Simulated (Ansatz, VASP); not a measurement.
## Na8Mg4Al10Si24O71: VASP beside Ansatz

One calculation is typed for both programs; each brings its own data sets. How far apart do they land? The structure shown is frame 46 of Ansatz's trajectory.

Program: Ansatz 0.2.0. Level of theory: plane waves, with VASP 6.6.1 beside it; single point at PBEsol. Results are calculated unless marked as measured.

### Step 1. Starting point

The cell holds 117 atoms: 24 Si, 10 Al, 4 Mg, 8 Na and 71 O. Its edges and angles: a = 11.634 Å, b = 11.634 Å, c = 11.634 Å, α = 90.0°, β = 90.0°, γ = 90.0°. As first built, before any earlier steps moved the atoms (in the runner's words): 117 atoms (24 Si, 10 Al, 4 Mg, 8 Na, 71 O) placed at random at 2.48 g/cm^3, melted at 4000 K for 10 ps at fixed volume with the Morse and Coulomb pair potential with partial charges (Pedone, Malavasi, Menziani, Cormack and Segre, J. Phys. Chem. B 110, 11780 (2006)). Quenched from 4000 K to 300 K at 25 K/ps and fixed volume, held 10 ps at zero pressure.

### Step 2. Ansatz: dynamics, PBEsol

Ansatz runs on its default PAW (the set named soft_2) files.

One frame of this run of dynamics is then solved in both programs, so the motion causes no difference.

File input.yaml:

```yaml
crystal:
  lattice:
    - [11.63429, 0.0, 0.0]
    - [0.0, 11.63429, 0.0]
    - [0.0, 0.0, 11.63429]
  atoms:
    - { symbol: Si, position: [0.03696, 0.16303, 0.17101] }
    - { symbol: Si, position: [0.07379, 0.26765, 0.72647] }
    - { symbol: Si, position: [0.26684, 0.97031, 0.89871] }
    - { symbol: Si, position: [0.7697, 0.14422, 0.19129] }
    - { symbol: Si, position: [0.33838, 0.71373, 0.9374] }
    - { symbol: Si, position: [0.39372, 0.63996, 0.27519] }
    - { symbol: Si, position: [0.33446, 0.58222, 0.70801] }
    - { symbol: Si, position: [0.2561, 0.9267, 0.63703] }
    - { symbol: Si, position: [0.65405, 0.69043, 0.2716] }
    - { symbol: Si, position: [0.14383, 0.96409, 0.29288] }
    - { symbol: Si, position: [0.02749, 0.08689, 0.91735] }
    - { symbol: Si, position: [0.46419, 0.84507, 0.527] }
    - { symbol: Si, position: [0.6915, 0.32559, 0.75716] }
    - { symbol: Si, position: [0.67096, 0.21793, 0.43501] }
    - { symbol: Si, position: [0.5898, 0.97786, 0.72869] }
    - { symbol: Si, position: [0.75654, 0.4652, 0.46563] }
    - { symbol: Si, position: [0.99669, 0.57455, 0.13028] }
    - { symbol: Si, position: [0.52148, 0.58174, 0.53566] }
    - { symbol: Si, position: [0.62538, 0.93051, 0.14982] }
    - { symbol: Si, position: [0.63207, 0.29377, 0.02397] }
    - { symbol: Si, position: [0.26334, 0.50843, 0.09074] }
    - { symbol: Si, position: [0.42491, 0.3409, 0.44305] }
    - { symbol: Si, position: [0.59088, 0.78516, 0.92376] }
    - { symbol: Si, position: [0.02475, 0.73111, 0.35861] }
    - { symbol: Al, position: [0.21134, 0.57915, 0.4673] }
    - { symbol: Al, position: [0.79438, 0.09941, 0.63237] }
    - { symbol: Al, position: [0.42293, 0.31904, 0.70714] }
    - { symbol: Al, position: [0.19573, 0.31791, 0.34782] }
    - { symbol: Al, position: [0.27327, 0.35893, 0.87359] }
    - { symbol: Al, position: [0.75484, 0.47458, 0.18069] }
[... 81 atom lines left out ...]
    - { symbol: O, position: [0.98176, 0.64828, 0.24932] }
    - { symbol: O, position: [0.73069, 0.69488, 0.38146] }
    - { symbol: O, position: [0.70025, 0.10727, 0.51021] }
    - { symbol: O, position: [0.33966, 0.3294, 0.33875] }
    - { symbol: O, position: [0.64938, 0.40638, 0.09907] }
    - { symbol: O, position: [0.53241, 0.08656, 0.79659] }
kpoints:
  mp_grid: { grid: [1, 1, 1] }
hamiltonian:
  xc: pbesol
scf:
  occupations: { method: gaussian, width: 0.05 }
output:
  forces: true
md:
  timestep: 1.0
  n_steps: 139
  ensemble: nvt_langevin
  temperature: 300
  initial_velocities: maxwell_boltzmann
  seed: 7371
```

On the command line:

```
ansatz run input.yaml --threads 4 --pin off --max-ram 8192MiB --backend cpu --events-out ev --progress --plain --runs-dir out
```

Numbers of over 12 decimals in the logs are rounded to 6 here.

Log:

```text
Warning: md: disabling space-group detection — thermal motion breaks the input geometry's symmetry, so no spatial operation reduces the k-mesh or symmetrises the density; time reversal is kept, so that k and −k are solved as one point where they differ and the mesh holds both, and exact exchange and, on two spinor components, a DFT+U term hold to it where the run has them: on two components no moment then forms, and  [...]
Engine: ansatz 0.2.0, aarch64-unknown-linux-gnu
Pseudopotentials: kind: paw
Pseudopotential: Si, paw, valence charge 4, recommended cutoff 420 eV (normal), Si.paw.azcp
Pseudopotential: Al, paw, valence charge 3, recommended cutoff 420 eV (normal), Al.paw.azcp
Pseudopotential: Mg, paw, valence charge 10, recommended cutoff 420 eV (normal), Mg.paw.azcp
Pseudopotential: Na, paw, valence charge 9, recommended cutoff 420 eV (normal), Na.paw.azcp
Pseudopotential: O, paw, valence charge 6, recommended cutoff 420 eV (normal), O.paw.azcp
Functional definition: PBEsol
  exchange = pbesol_x
  correlation = pbesol_c
Crystal: 117 atoms, lattice volume = 1574.779 Å³
Basis set: ecut = 420 eV, 30839 PW (Γ), exchange–correlation on 160×160×160 points (8 copies of the dense FFT grid, shifted against one another)
Bands: 449, of which v1, the nominal top of the filled ones, is band 332 counted from 1 (331 counted from 0)
Symmetry: 1 space group operations
k-points: 1
Non-local potential: Si, projectors of the file, l = 0: 2, l = 1: 2, l = 2: 2
Non-local potential: Al, projectors of the file, l = 0: 2, l = 1: 2, l = 2: 1
Non-local potential: Mg, projectors of the file, l = 0: 3, l = 1: 2, l = 2: 1
Non-local potential: Na, projectors of the file, l = 0: 3, l = 1: 2, l = 2: 1
Non-local potential: O, projectors of the file, l = 0: 2, l = 1: 2, l = 2: 1
PAW form: soft (Blöchl's): semilocal exchange-correlation on the pseudo side does not see the compensation charge
PAW frozen core: Si, regenerated for the run's functional, and the local potential with it (the file was generated under x = pbe(κ = 0.804, μ = 0.219515), c = pbe(β = 0.066725))
PAW frozen core: Al, regenerated for the run's functional, and the local potential with it (the file was generated under x = pbe(κ = 0.804, μ = 0.219515), c = pbe(β = 0.066725))
PAW frozen core: Mg, regenerated for the run's functional, and the local potential with it (the file was generated under x = pbe(κ = 0.804, μ = 0.219515), c = pbe(β = 0.066725))
PAW frozen core: Na, regenerated for the run's functional, and the local potential with it (the file was generated under x = pbe(κ = 0.804, μ = 0.219515), c = pbe(β = 0.066725))
PAW frozen core: O, regenerated for the run's functional, and the local potential with it (the file was generated under x = pbe(κ = 0.804, μ = 0.219515), c = pbe(β = 0.066725))
PAW one-centre angular grid: Si, 110 points (default); XC on 64 Gauss nodes
PAW one-centre angular grid: Al, 110 points (default); XC on 64 Gauss nodes
PAW one-centre angular grid: Mg, 110 points (default); XC on 64 Gauss nodes
PAW one-centre angular grid: Na, 110 points (default); XC on 64 Gauss nodes
PAW one-centre angular grid: O, 110 points (default); XC on 64 Gauss nodes
Initial density: superposition of atomic densities (neutral atoms: chi_scale 0, normalization atom), corrected by the library's trained network
Initial wavefunctions: pseudopotential atomic-orbital guess
Functional: x = pbesol(κ = 0.804, μ = 0.123457), c = pbesol(β = 0.046)
SCF iter   1: F=—  HF=-79563.407721 eV  |F-HF|=—  |Δ(HF+E_count)|=         —  Δρ=1.11e-2  dr2=1.54e0  ethr=1.77e-3  ⟨swp⟩=5.0  Hψ=1820  notcnv=0  defer=108
preconditioner: auto → Resta (q_TF=auto, 2.363 Å⁻¹)  ε∞=2.9  [insulator: Δε(μ)=2.992 eV  Ē_g=16.755 eV  σ=0.050 eV  W_gap=1.00  n_scr=364 (ndim 8)  ℏωp=23.2 eV  f_vac=0.162  D(μ)=0.00/eV (n_scr^D=0)  ε∞_Penn≈2.9]
SCF iter   2: F=—  HF=-79562.981465 eV  |F-HF|=—  |Δ(HF+E_count)|=   4.26e-1  Δρ=1.97e-3  dr2=4.50e-2  ethr=2.32e-4  ⟨swp⟩=2.0  Hψ=744  notcnv=0  defer=113
SCF iter   3: F=—  HF=-79562.979154 eV  |F-HF|=—  |Δ(HF+E_count)|=   2.31e-3  Δρ=8.23e-4  dr2=1.44e-2  ethr=6.78e-6  ⟨swp⟩=2.0  Hψ=615  notcnv=0  defer=113
SCF iter   4: F=—  HF=-79562.980687 eV  |F-HF|=—  |Δ(HF+E_count)|=   1.53e-3  Δρ=6.51e-4  dr2=6.33e-3  ethr=2.16e-6  ⟨swp⟩=2.0  Hψ=620  notcnv=0  defer=113
SCF iter   5: F=—  HF=-79562.979968 eV  |F-HF|=—  |Δ(HF+E_count)|=   7.19e-4  Δρ=1.15e-4  dr2=3.60e-4  ethr=9.54e-7  ⟨swp⟩=2.0  Hψ=556  notcnv=0  defer=113
[...]
md step   138: t =   138.00 fs  T =   322.2 K  F+E_penalty+E_count = -79567.23175793 eV  E_kin = 4.873507 eV  (6 SCF iters)
iter 1 solved again at ethr=4.01e-6 eV; its pass at ethr=3.10e-3 eV (dr2=2.66e-2 eV) is discarded
SCF iter   1: F=—  HF=-79567.200358 eV  |F-HF|=—  |Δ(HF+E_count)|=         —  Δρ=1.47e-3  dr2=2.89e-2  ethr=4.01e-6  ⟨swp⟩=6.0  Hψ=2541  notcnv=0
preconditioner: auto → Resta (q_TF=auto, 2.363 Å⁻¹)  ε∞=2.9  [insulator: Δε(μ)=3.045 eV  Ē_g=16.655 eV  σ=0.050 eV  W_gap=1.00  n_scr=364 (ndim 8)  ℏωp=23.2 eV  f_vac=0.155  D(μ)=0.00/eV (n_scr^D=0)  ε∞_Penn≈2.9]
SCF iter   2: F=—  HF=-79567.191840 eV  |F-HF|=—  |Δ(HF+E_count)|=   8.52e-3  Δρ=6.62e-4  dr2=6.16e-3  ethr=4.01e-6  ⟨swp⟩=2.0  Hψ=663  notcnv=0
SCF iter   3: F=—  HF=-79567.190016 eV  |F-HF|=—  |Δ(HF+E_count)|=   1.82e-3  Δρ=3.10e-4  dr2=1.17e-3  ethr=9.28e-7  ⟨swp⟩=2.0  Hψ=759  notcnv=0
SCF iter   4: F=—  HF=-79567.189734 eV  |F-HF|=—  |Δ(HF+E_count)|=   2.82e-4  Δρ=6.68e-5  dr2=8.27e-5  ethr=1.77e-7  ⟨swp⟩=2.0  Hψ=668  notcnv=0
SCF iter   5: F=—  HF=-79567.189639 eV  |F-HF|=—  |Δ(HF+E_count)|=   9.41e-5  Δρ=4.42e-5  dr2=2.56e-5  ethr=1.25e-8  ⟨swp⟩=2.0  Hψ=757  notcnv=0
SCF iter   6: F=—  HF=-79567.189636 eV  |F-HF|=—  |Δ(HF+E_count)|=   3.69e-6  Δρ=1.07e-5  dr2=1.80e-6  ethr=3.86e-9  ⟨swp⟩=2.0  Hψ=669  notcnv=0
SCF iter   7: F=—  HF=-79567.189637 eV  |F-HF|=—  |Δ(HF+E_count)|=   1.35e-6  Δρ=7.14e-6  dr2=6.59e-7  ethr=2.72e-10  ⟨swp⟩=3.0  Hψ=761  notcnv=0
SCF iter   8: F=-79567.189637 eV  HF=-79567.189637 eV  |F-HF|=5.00e-8  |Δ(HF+E_count)|=   2.20e-8  Δρ=1.50e-6  dr2=3.97e-8  ethr=1.51e-11  ⟨swp⟩=3.0  Hψ=1732  notcnv=0
SCF 140 converged in 8 iterations: F = -79567.189637 eV  dr2 = 3.97e-8
md step   139: t =   139.00 fs  T =   322.6 K  F+E_penalty+E_count = -79567.18963711 eV  E_kin = 4.878381 eV  (8 SCF iters)
SCF converged after 8 iterations
Free energy (F): -79567.189637 eV
Harris-Foulkes:  -79567.189637 eV  (|F-HF|=5.00e-8)
Internal energy: -79567.189637 eV  (E = F + TS)
E sigma→0 (E₀):  -79567.189637 eV
Fermi energy:    5.116349 eV
--- Per-component energies (eV) ---
  E_band       = -5329.575621
  E_kinetic    = 15207.969320
  E_local      = -55123.182632  (includes V_loc(G=0)·N_el)
  E_nonlocal   = 5425.893191
  E_hartree    = 20472.374004
  E_xc         = -7354.675296
  E_vxc        = -8669.194844  (∫ρ·V_xc dr)
  E_paw        = -30549.486111  (= ΣΔE_a)
  E_vpaw       = -3115.989850  (= ΣTr[D̂ρ^β])
  E_aug_tail   = 0.179640  (compensation charges beyond the density's cutoff)
  E_ewald      = -27650.389042
  E_core_change = 4.127287  (= ΣΔE_core)
  E_smearing   = -0.000000  (= −TS)
  E_closure    = -0.000000  (closes the sum)
  Σ components = -79567.189637   (vs F -79567.189637, Δ=0.00e0)
--- Forces (eV/Å), atoms counted from 1 ---
  atom   1  Si     1.98300051     0.04319492     1.04768908
  atom   2  Si    -1.36191354    -0.29074849     0.29666443
  atom   3  Si    -1.05398872    -1.68105294    -1.60119710
  atom   4  Si     0.18821478    -0.46781394     0.88254300
  atom   5  Si    -1.63793952    -1.32868106     0.10282861
  atom   6  Si     0.94442320     0.80626224    -1.30656939
  atom   7  Si     0.02288926    -0.46540157    -0.02063453
  atom   8  Si    -0.57853405    -1.89490396     1.42689448
  atom   9  Si     1.37205962    -0.63331830     1.37197835
  atom  10  Si     0.98900858     0.00555160     1.88992654
  atom  11  Si     0.31222822     0.30350653     0.75682983
  atom  12  Si     0.38717566    -0.42599396    -0.19425317
  atom  13  Si    -0.43022783     0.14561495    -0.43609203
  atom  14  Si    -0.83411541     0.87279233     0.72098948
  atom  15  Si     0.21509566    -1.17747567     0.54032789
  atom  16  Si     1.35236188     2.19161066     0.37040637
  atom  17  Si    -0.17759109    -0.90258036     0.90171700
  atom  18  Si    -0.78596192     1.82690346    -0.89833233
  atom  19  Si    -0.51174528     0.88923768     0.85190314
  atom  20  Si    -0.22171092    -0.06113222    -0.39775034
  atom  21  Si    -0.98176051     1.11758329    -2.25138011
  atom  22  Si    -0.72042685     0.31750108    -0.98673530
  atom  23  Si     1.25742548    -1.08016327    -0.66548214
  atom  24  Si    -1.44812487     0.44473151     1.54598014
[...]
atom 110  O     -0.51756391     0.35408678     0.34427116
  atom 111  O      0.41152478    -0.09978017     0.99484506
  atom 112  O      0.69925451    -0.30091185    -1.16170599
  atom 113  O     -0.23592305     0.12414455    -0.30893721
  atom 114  O      0.24967245    -0.24987494    -0.25544400
  atom 115  O     -0.56405716     0.59140643     0.57661751
  atom 116  O     -0.76943826    -0.91510919    -0.34075213
  atom 117  O      0.49063180     0.06303629    -0.14591306
  max |Σ_I F_I| component: 1.04e-4 eV/Å
--- MD trajectory: 139 steps, t = 0.0 → 139.0 fs ---
  final state: T = 322.6 K   F+E_penalty+E_count = -79567.18963711 eV   E_kin = 4.878381 eV
```

### Step 3. VASP: single point, PBEsol

The same cell, functional, mesh and smearing now go to VASP, with its own data sets.

Lines of VASP's logs that name or quote its potential files are left out, and so is its time.

File INCAR:

```
SYSTEM = Na8Mg4Al10Si24O71
PREC = Accurate
ENCUT = 520
EDIFF = 1E-06
NELM = 120
ISMEAR = 0
SIGMA = 0.05
LREAL = Auto
ALGO = Normal
GGA = PS
NBANDS = 400
LORBIT = 11
LWAVE = .FALSE.
LCHARG = .FALSE.
ISIF = 2
LASPH = .TRUE.
GGA_COMPAT = .FALSE.
EFERMI = MIDGAP
NCORE = 4
```

File POSCAR:

```
Na8Mg4Al10Si24O71
1.0
   11.6342900000      0.0000000000      0.0000000000
    0.0000000000     11.6342900000      0.0000000000
    0.0000000000      0.0000000000     11.6342900000
Si Al Mg Na O
24 10 4 8 71
Direct
    0.0472740494      0.1553769074      0.1644965013
    0.0708595024      0.2699606078      0.7371313591
    0.2738542704      0.9708370687      0.9023498641
    0.7823683267      0.1421315783      0.1949152032
    0.3318810172      0.7158580369      0.9254196002
    0.3954345302      0.6432279065      0.2663677801
    0.3371843060      0.5767090213      0.6980400179
    0.2607292753      0.9237779014      0.6374089008
    0.6635213666      0.6878889902      0.2685251958
    0.1376018648      0.9633247925      0.2973021989
    0.0187806905      0.0849127880      0.9169188666
    0.4630192302      0.8444090701      0.5301397851
    0.6973695859      0.3322592096      0.7621522242
    0.6761306448      0.2257808599      0.4312768549
    0.5878485064      0.9661182590      0.7326618126
    0.7533162746      0.4625292992      0.4630450161
    0.9832400602      0.5830523392      0.1319719553
    0.5249826160      0.5772849052      0.5319619848
    0.6253325300      0.9308861993      0.1513371250
    0.6442335544      0.2874949825      0.0298943898
    0.2486443092      0.5139376791      0.0965937758
    0.4317925718      0.3264144181      0.4422530296
    0.5988848482      0.7815087986      0.9292273100
    0.0240410029      0.7275820011      0.3526386226
    0.2204174041      0.5746805349      0.4590997818
    0.7839326680      0.1119535442      0.6337387155
    0.4298414428      0.3264659898      0.7040739057
    0.1952848004      0.3108741487      0.3477049309
    0.2561823712      0.3619043362      0.8799677505
    0.7536944670      0.4824187810      0.1749999355
[... 81 atom lines left out ...]
    0.9667113335      0.6415604218      0.2643049125
    0.7328165277      0.7113455140      0.3933458767
    0.6991745951      0.1074582119      0.5046805607
    0.3418171629      0.3060951721      0.3410435875
    0.6503533950      0.4012793217      0.1068651375
    0.5336552553      0.0729395606      0.8036416490
```

File KPOINTS:

```
Automatic mesh
0
Gamma
1 1 1
0 0 0
```

The projector-augmented-wave data sets are Si, Al, Mg, Na_pv and O (PBE family, release 64).

On the command line:

```
mpirun -np 16 vasp_gam
```

Log:

```text
[banner, memory and clock lines left out]
running   16 mpi-ranks, on    1 nodes
[...]
|                                                                             |
|               ----> ADVICE to this user running VASP <----                  |
|                                                                             |
|     You enforced a specific xc type in the INCAR file but a different       |
|     [... a line on the potential file left out ...]
|     I HOPE YOU KNOW WHAT YOU ARE DOING!                                     |
|                                                                             |

 LDA part: xc-table for (Slater+PW92), standard interpolation
 POSCAR, INCAR and KPOINTS ok, starting setup
[...]
entering main loop
       N       E                     dE             d eps       ncg     rms          rms(c)
DAV:   1     0.680529488276E+04    0.68053E+04   -0.34055E+05   800   0.160E+03
DAV:   2    -0.890063704687E+02   -0.68943E+04   -0.65003E+04   960   0.415E+02
DAV:   3    -0.950651015993E+03   -0.86164E+03   -0.84609E+03   936   0.167E+02
DAV:   4    -0.991335939119E+03   -0.40685E+02   -0.40287E+02   984   0.409E+01
[...]
DAV:  18    -0.877616916465E+03   -0.17209E-05   -0.19782E-05   880   0.909E-03    0.929E-03
DAV:  19    -0.877616918057E+03   -0.15913E-05   -0.82999E-06   840   0.896E-03    0.484E-03
DAV:  20    -0.877616918736E+03   -0.67907E-06   -0.40882E-06   848   0.562E-03
   1 F= -.87761692E+03 E0= -.87761692E+03  d E =0.000000E+00
```

OUTCAR, selected parts (step 3):

```text
  Total      -13.9150985    -28.5175994    -13.5456753    -13.5376444    -22.4902507     -1.8869763
  in kB      -14.1571950    -29.0137518    -13.7813445    -13.7731739    -22.8815386     -1.9198062
  external PRESSURE =     -18.9840971 kB  Pullay stress =       0.0000000 kB

 POSITION                                       TOTAL-FORCE (eV/Angst)
 -----------------------------------------------------------------------------------
      0.55000      1.80770      1.91380         0.070496      1.861315      0.529877
      0.82440      3.14080      8.57600        -0.396615     -0.210561     -1.297484
      3.18610     11.29500     10.49820         1.103944     -1.184695     -0.575829
      9.10230      1.65360      2.26770        -1.550277      0.922124      0.104543
      3.86120      8.32850     10.76660         1.147112     -0.389728      2.471199
      4.60060      7.48350      3.09900        -1.148409      2.100527     -0.087059
      3.92290      6.70960      8.12120        -0.168883     -1.062743      1.569647
[...]
3.16340      4.62340      0.29780        -0.092216     -0.608724     -0.697433
      4.17260      2.93820      9.73790         0.851273     -0.313156     -0.765845
      6.22150      7.32490      3.30160         0.164908     -0.331901      0.220390
      8.40280      7.32780      1.78020        -0.019649      0.009811      1.310974
      6.10110      8.34550      6.02360         0.588544     -0.465862     -0.299184
      0.96270      0.24770      2.05740         0.057165     -0.051256      0.040919
[...]
-----------------------------------------------------------------------------------
    total drift:                                0.002122      0.006501      0.004846

  FREE ENERGIE OF THE ION-ELECTRON SYSTEM (eV)
  ---------------------------------------------------
  free  energy   TOTEN  =      -877.6169187357 eV

  energy  without entropy=     -877.6169187357  energy(sigma->0) =     -877.61691874

[... 3 further parts left out ...]
[key lines of the parts left out:]
E-fermi :   3.3172
```

The run ends at a pressure of -1.90 GPa, with forces up to 3.2 eV/Å.

### Step 4. Comparison

Known differences besides the potentials themselves: the data sets hold 664 valence electrons in Ansatz (on its default PAW (the set named soft_2) files) and 616 in VASP; the cutoff is 420 eV in Ansatz and 520 eV in VASP (PREC = Accurate, projectors in real space); Ansatz makes its cores anew for this functional, VASP keeps those of its PBE data sets. Total energies have different zeros and are not compared.

Forces on 10 of the 117 atoms, those with the largest forces and the largest differences (eV/Å; atoms numbered as in POSCAR):

```csv
atom,"Ansatz x, y, z","VASP x, y, z"
Si5,"1.139, -0.406, 2.428","1.147, -0.390, 2.471"
Si12,"-0.657, -0.971, -2.991","-0.634, -0.988, -3.028"
Si19,"-2.125, -0.316, 1.700","-2.096, -0.283, 1.691"
Al30,"-0.893, -0.657, 2.475","-0.898, -0.683, 2.501"
O47,"1.228, -0.875, 2.478","1.210, -0.822, 2.443"
O54,"-2.762, 1.272, -0.030","-2.841, 1.313, -0.026"
O89,"0.405, -0.089, -0.037","0.295, -0.191, -0.022"
O107,"-0.267, 0.007, -0.282","-0.312, 0.084, -0.401"
O110,"-0.511, 0.565, 0.562","-0.582, 0.615, 0.689"
O113,"-1.561, -0.870, -2.128","-1.557, -0.881, -2.116"
```

The forces differ by 36 meV/Å r.m.s., which is 4.2 % of the r.m.s. force of 0.846 eV/Å (both taken over all components).

### Step 5. What came out

| Quantity | Value |
| --- | --- |
| r.m.s. force difference (single point, PBEsol) | 4.2 % of the r.m.s. force |

**Reading.** The r.m.s. force difference is 4.2 % of the r.m.s. force (single point, PBEsol), beyond the 3 % picked in this series as the mark of a large difference. The data sets hold unlike numbers of valence electrons (664 in Ansatz and 616 in VASP), so part of the differences comes from the potentials. What causes the difference of the single point, PBEsol pair stays open here. 2 further runs of this series are not shown here. Such differences can come from data sets, numerical settings and the points named under the comparisons, not from the functional's error against experiment.

[Lines on the potential files, build, host, timing and source positions are cut from VASP's logs without a mark.]

[Logs are printed without paths, hosts, clocks, repeated set-up lines and the standing remarks that a program may print on its own settings, such as how far it seeks lower states.]

[Hosts, paths, dates, database ids (printed as entryN), source tags and the programs' standing remarks are cut or masked in the printed files.]
